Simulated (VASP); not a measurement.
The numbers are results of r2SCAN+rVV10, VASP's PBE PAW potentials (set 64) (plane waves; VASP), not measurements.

Input for VASP

File KPOINTS:
```
Automatic mesh
0
Gamma
15 15 8
0 0 0
```

**INCAR**
```
! general
SYSTEM  =Co
PREC    =Accurate
ENCUT   =520
LREAL   =F
LASPH   =T

! electronic loop
EDIFF   =1E-6
NELM    =100
ALGO    =Normal
LMAXMIX =4
LMIXTAU =T

! smearing
ISMEAR  =1
SIGMA   =0.1

! functional
METAGGA =R2SCAN
LUSE_VDW=T
BPARAM  =11.95
CPARAM  =0.0093

! spin
ISPIN   =2
MAGMOM  =2*1.7

! ions
IBRION  =2
NSW     =60
ISIF    =3
EDIFFG  =-0.01

! output
LWAVE   =F
LCHARG  =F
LORBIT  =10
```

POSCAR:
```
Co
1
    1.2312489754    -2.1325860052    -0.0000000000
    1.2312489754     2.1325860052    -0.0000000000
   -0.0000000000     0.0000000000     3.9947205004
Co
2
Direct
  0.3333330000   0.6666670000   0.2500000000
  0.6666670000   0.3333330000   0.7500000000
```

POTCAR, in this order: Co (PBE.64 set). Program: vasp_std.

The resulting files:

**OUTCAR**
```
 ion  position               nearest neighbor table
   1  0.333  0.667  0.250-   2 2.45   2 2.45   2 2.45   2 2.45   2 2.45   2 2.45
   2  0.667  0.333  0.750-   1 2.45   1 2.45   1 2.45   1 2.45   1 2.45   1 2.45
  LATTYP: Found a hexagonal cell.
 ALAT       =     2.4624981440
 C/A-ratio  =     1.6222227457
 Subroutine PRICEL returns:
 Original cell was already a primitive cell.
 Subroutine GETGRP returns: Found 24 space group operations
The static configuration has the point symmetry D_3d.
 The point group associated with its full space group is D_6h.
The dynamic configuration has the point symmetry D_3d.
The overall configuration has the point symmetry D_3d.
 Subroutine INISYM returns: Found 24 space group operations
 Subroutine IBZKPT returns following result:
 Found    135 irreducible k-points:

 Following reciprocal coordinates:
            Coordinates               Weight
  0.000000  0.000000  0.000000      1.000000
  0.066667 -0.000000  0.000000      6.000000
  0.133333 -0.000000  0.000000      6.000000
  0.200000  0.000000  0.000000      6.000000
  0.266667 -0.000000  0.000000      6.000000
  0.333333  0.000000  0.000000      6.000000
  0.400000  0.000000  0.000000      6.000000
  0.466667  0.000000  0.000000      6.000000
  0.066667  0.066667  0.000000      6.000000
  0.133333  0.066667  0.000000     12.000000
  0.200000  0.066667  0.000000     12.000000
  0.266667  0.066667  0.000000     12.000000
  0.333333  0.066667  0.000000     12.000000
  0.400000  0.066667  0.000000     12.000000
  0.466667  0.066667  0.000000      6.000000
  0.133333  0.133333  0.000000      6.000000
  0.200000  0.133333  0.000000     12.000000
  0.266667  0.133333  0.000000     12.000000
  0.333333  0.133333  0.000000     12.000000
  0.400000  0.133333  0.000000     12.000000
  0.200000  0.200000  0.000000      6.000000
...
```

### OSZICAR
```
       N       E                     dE             d eps       ncg     rms          rms(c)
DAV:   1     0.685013135943E+02    0.68501E+02   -0.86045E+03  8316   0.165E+03
DAV:   2    -0.286838861830E+02   -0.97185E+02   -0.90335E+02  8135   0.264E+02
DAV:   3    -0.311378045383E+02   -0.24539E+01   -0.23949E+01  9598   0.596E+01
DAV:   4    -0.311787232513E+02   -0.40919E-01   -0.40911E-01 11879   0.573E+00
DAV:   5    -0.311790100336E+02   -0.28678E-03   -0.28678E-03  9964   0.497E-01    0.183E+01
DAV:   6    -0.267959600609E+02    0.43830E+01   -0.23683E+01  9045   0.102E+02    0.102E+01
DAV:   7    -0.260213211570E+02    0.77464E+00   -0.27828E+00  9668   0.334E+01    0.542E+00
DAV:   8    -0.260400796062E+02   -0.18758E-01   -0.82597E-02 10954   0.282E+00    0.205E+00
DAV:   9    -0.260195175181E+02    0.20562E-01   -0.15720E-02 10846   0.193E+00    0.681E-01
DAV:  10    -0.260164134153E+02    0.31041E-02   -0.12212E-02 10695   0.204E+00    0.283E-01
DAV:  11    -0.260164018719E+02    0.11543E-04   -0.87039E-04  9584   0.495E-01    0.145E-01
DAV:  12    -0.260163949285E+02    0.69433E-05   -0.44257E-05 12627   0.115E-01    0.910E-02
DAV:  13    -0.260164186998E+02   -0.23771E-04   -0.84450E-05 10614   0.160E-01    0.260E-02
DAV:  14    -0.260164185986E+02    0.10123E-06   -0.57506E-06  8589   0.439E-02
   1 F= -.26016419E+02 E0= -.26016337E+02  d E =-.260164E+02  mag=     3.3691
       N       E                     dE             d eps       ncg     rms          rms(c)
DAV:   1    -0.260181253378E+02   -0.17066E-02   -0.54207E-02  9122   0.221E+00    0.271E-01
DAV:   2    -0.260169457673E+02    0.11796E-02   -0.19407E-03  9900   0.903E-01    0.160E-01
DAV:   3    -0.260167848262E+02    0.16094E-03   -0.35633E-04 10007   0.333E-01    0.123E-01
DAV:   4    -0.260167415036E+02    0.43323E-04   -0.60038E-05 10185   0.104E-01    0.211E-02
DAV:   5    -0.260167343340E+02    0.71696E-05   -0.14527E-05 10583   0.598E-02    0.752E-03
DAV:   6    -0.260167354398E+02   -0.11058E-05   -0.17155E-06  5361   0.222E-02    0.370E-03
DAV:   7    -0.260167346715E+02    0.76831E-06   -0.43330E-07  4218   0.757E-03
   2 F= -.26016735E+02 E0= -.26016677E+02  d E =-.316073E-03  mag=     3.3683
       N       E                     dE             d eps       ncg     rms          rms(c)
DAV:   1    -0.260167389002E+02   -0.34604E-05   -0.12695E-04  9101   0.107E-01    0.129E-02
DAV:   2    -0.260167384225E+02    0.47770E-06   -0.44906E-06  8877   0.438E-02
   3 F= -.26016738E+02 E0= -.26016682E+02  d E =-.319824E-03  mag=     3.3683
       N       E                     dE             d eps       ncg     rms          rms(c)
DAV:   1    -0.260167488086E+02   -0.99084E-05   -0.50499E-04  9129   0.219E-01    0.304E-02
DAV:   2    -0.260167420607E+02    0.67479E-05   -0.20668E-05  9943   0.945E-02    0.189E-02
DAV:   3    -0.260167321785E+02    0.98822E-05   -0.35731E-06  8813   0.329E-02    0.138E-02
DAV:   4    -0.260167339558E+02   -0.17773E-05   -0.62724E-07  5009   0.112E-02    0.209E-03
DAV:   5    -0.260167338959E+02    0.59821E-07   -0.38008E-07  4169   0.806E-03
   4 F= -.26016734E+02 E0= -.26016682E+02  d E =-.315297E-03  mag=     3.3682
       N       E                     dE             d eps       ncg     rms          rms(c)
DAV:   1    -0.260167380331E+02   -0.40773E-05   -0.99779E-05  9066   0.949E-02    0.116E-02
DAV:   2    -0.260167333323E+02    0.47007E-05   -0.36406E-06  8285   0.391E-02    0.683E-03
DAV:   3    -0.260167364971E+02   -0.31648E-05   -0.57153E-07  4344   0.142E-02    0.539E-03
DAV:   4    -0.260167352568E+02    0.12403E-05   -0.18347E-07  4113   0.607E-03    0.928E-04
DAV:   5    -0.260167352279E+02    0.28926E-07   -0.57165E-08  4113   0.277E-03
   5 F= -.26016735E+02 E0= -.26016682E+02  d E =-.316629E-03  mag=     3.3683
```

File OUTCAR:
```
------------------------ aborting loop because EDIFF is reached ----------------------------------------
  FORCE on cell =-STRESS in cart. coord.  units (eV):
  Direction    XX          YY          ZZ          XY          YZ          ZX
  --------------------------------------------------------------------------------------
  Total        0.0195019      0.0195019      0.0172782      0.0000000      0.0000000      0.0000000
  in kB        1.4910035      1.4910038      1.3209908      0.0000000      0.0000000      0.0000000
  external PRESSURE =       1.4343327 kB  Pullay stress =       0.0000000 kB
  volume of cell :       20.96
      direct lattice vectors                 reciprocal lattice vectors
     1.228756759 -2.128269359 -0.000000000     0.406915361 -0.234932669  0.000000000
     1.228756759  2.128269359 -0.000000000     0.406915361  0.234932669  0.000000000
    -0.000000000  0.000000000  4.006689827     0.000000000  0.000000000  0.249582584
 POSITION                                       TOTAL-FORCE (eV/Angst)
 -----------------------------------------------------------------------------------
      1.22876      0.70942      1.00167         0.000000      0.000000      0.000000
      1.22876     -0.70942      3.00502        -0.000000     -0.000000      0.000000
 -----------------------------------------------------------------------------------
    total drift:                                0.000023     -0.000007     -0.000028
  FREE ENERGIE OF THE ION-ELECTRON SYSTEM (eV)
  ---------------------------------------------------
  free  energy   TOTEN  =       -26.0167352279 eV

  energy  without entropy=      -26.0165750817  energy(sigma->0) =      -26.01668185

 total charge

# of ion       s       p       d       tot
------------------------------------------
    1        0.523   0.590   7.252   8.366
    2        0.523   0.590   7.252   8.366
--------------------------------------------------
tot          1.047   1.181  14.505  16.732

 magnetization (x)

# of ion       s       p       d       tot
------------------------------------------
    1       -0.015  -0.093   1.852   1.743
    2       -0.015  -0.093   1.852   1.743
--------------------------------------------------
tot         -0.031  -0.186   3.704   3.487

 reached required accuracy - stopping structural energy minimisation
```
(Selected blocks of OUTCAR.)

CONTCAR:
```
Co
   1.00000000000000
     1.2287567590907691   -2.1282693585745691   -0.0000000000000000
     1.2287567590907691    2.1282693585745691   -0.0000000000000000
    -0.0000000000000000    0.0000000000000000    4.0066898273461193
  Co
     2
Direct
     0.3333330000000032    0.6666669999999968    0.2500000000000000
     0.6666669999999968    0.3333330000000032    0.7500000000000000
```

The compound is Co in the hcp structure. This run relaxes it. Symmetry was kept, so distortions that lower it aren't found. The start is the result of an earlier pass.
